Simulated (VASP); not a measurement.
An input for Ansatz (written as the equivalent of a VASP run, and not itself run):

Ansatz 0.2 input:
```yaml
crystal:
  lattice:
    - [0.0000000, 3.0530839, 3.0530839]
    - [3.0530839, 0.0000000, 3.0530839]
    - [3.0530839, 3.0530839, 0.0000000]
  atoms:
    - { symbol: Sn, position: [0.0000000, 0.0000000, 0.0000000] }
    - { symbol: Te, position: [0.5000000, 0.5000000, 0.5000000] }
kpoints:
  mp_grid: { grid: [8, 8, 8] }
hamiltonian:
  xc: pbesol
  pseudopotentials: { kind: paw }
scf:
  occupations: { method: gaussian, width: 0.05 }
  max_iter: 100
relax:
  max_steps: 40
  f_tol: 0.02
  cell: { p_target: 10 }
output: { forces: true, stress: true, eigenvalues: true }
```

Write the VASP files for the same calculation (PBEsol).

This is not unique; one that fits is 
### POSCAR
```
SnTe
1
    0.0000000000     3.0530839218     3.0530839218
    3.0530839218     0.0000000000     3.0530839218
    3.0530839218     3.0530839218     0.0000000000
Sn Te
1 1
Direct
  0.0000000000   0.0000000000   0.0000000000
  0.5000000000   0.5000000000   0.5000000000
```

**KPOINTS**
```
Automatic mesh
0
Gamma
8 8 8
```

### INCAR
```
SYSTEM = SnTe
PREC = Accurate; ENCUT = 500; LREAL = F
LASPH = T
EDIFF = 1E-6; NELM = 100; ALGO = Normal
LMAXMIX = 4
ISMEAR = 0; SIGMA = 0.05
GGA = PS
IBRION = 2; NSW = 40; ISIF = 3
EDIFFG = -0.02; PSTRESS = 100
LWAVE = F; LCHARG = F
```

POTCAR, in this order: Sn_d Te (PBE.64 set). Program: vasp_std.

The two are equivalent in intent, not identical: each code has its own PAW files, so the cut-off isn't converted (ENCUT is set for VASP's; basis.ecutwfc is left out, and Ansatz then takes the one that its files recommend); Ansatz stops its SCF on the density residual and VASP on the energy change (EDIFF).

The compound is SnTe in the rock salt structure, which distorts at low temperature. This run relaxes it under an external pressure of 10 GPa. Symmetry was kept, so distortions that lower it aren't found.
